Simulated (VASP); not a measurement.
OSZICAR of a VASP run on Ge2Mo (space group I4/mcm):

File OSZICAR:
```
       N       E                     dE             d eps       ncg     rms          rms(c)
DAV:   1     0.877736575752E+03    0.87774E+03   -0.31629E+04   768   0.309E+03
DAV:   2     0.943012588585E+02   -0.78344E+03   -0.76539E+03   608   0.804E+02
DAV:   3    -0.329476682710E+02   -0.12725E+03   -0.12462E+03   668   0.205E+02
DAV:   4    -0.400388765860E+02   -0.70912E+01   -0.69697E+01   728   0.515E+01
DAV:   5    -0.402312028838E+02   -0.19233E+00   -0.19163E+00   696   0.865E+00    0.147E+01
DAV:   6    -0.397130942837E+02    0.51811E+00   -0.14722E+01   682   0.114E+01    0.568E+00
DAV:   7    -0.388574021285E+02    0.85569E+00   -0.59233E+00   700   0.801E+00    0.365E+00
DAV:   8    -0.387557691856E+02    0.10163E+00   -0.52801E-01   664   0.355E+00    0.853E-01
DAV:   9    -0.387551321815E+02    0.63700E-03   -0.60311E-02   746   0.128E+00    0.512E-01
DAV:  10    -0.387538970469E+02    0.12351E-02   -0.11704E-02   688   0.536E-01    0.995E-02
DAV:  11    -0.387538522481E+02    0.44799E-04   -0.11531E-03   724   0.182E-01    0.507E-02
DAV:  12    -0.387538505884E+02    0.16598E-05   -0.87595E-05   728   0.508E-02    0.988E-03
DAV:  13    -0.387538506106E+02   -0.22281E-07   -0.55851E-06   542   0.129E-02
   1 F= -.38753851E+02 E0= -.38683800E+02  d E =-.140100E+00
```

Problem. Which electronic solver shows in the log?

Solution. It is blocked Davidson (ALGO = Normal, or the opening steps of other solvers). The INCAR had ALGO = Normal.

Problem. Can the final energy be trusted as converged?

Solution. The run converged. It stopped with EDIFF = 1E-6, NELM = 100 (PBE GGA, plane waves, VASP's PBE PAW potentials (set 64)).

The structure was generated: Ge2Mo was put into an ordered model structure, which need not be its known phase. The cell was not relaxed at this level. The k-mesh is coarse (spacing up to 0.50 per Å, 2π included), so the numbers may not be converged in it.
